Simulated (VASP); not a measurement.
Data:

```
CELL_PARAMETERS angstrom
     -2.29163     2.29163     2.29163
      2.29163    -2.29163     2.29163
      2.29163     2.29163    -2.29163
ATOMIC_POSITIONS crystal
  Eu 0.00000 0.00000 0.00000
```

Computed with RPBE GGA, VASP's PBE PAW potentials (set 64) (plane waves; VASP). Run with 520 eV cut-off, Gaussian smearing of 0.050 eV, potentials Eu_2.

The 4f electrons are frozen in the core of the lanthanide potential, so 4f levels, which can set the real gap, and their magnetism are missing.

Task: Give the energies of bands 4 to 7 at the high-symmetry points, in eV from the Fermi level.

Result: 
```tsv
band	Γ	H	N	P
4	-3.71	-0.36	-1.06	0.55
5	2.45	-0.36	0.88	0.55
6	2.45	4.70	1.14	0.55
7	2.45	4.70	3.86	3.82
```

It has no gap at this level: it comes out as a metal or semimetal.

The compound is Eu in the bcc structure. It was relaxed first.
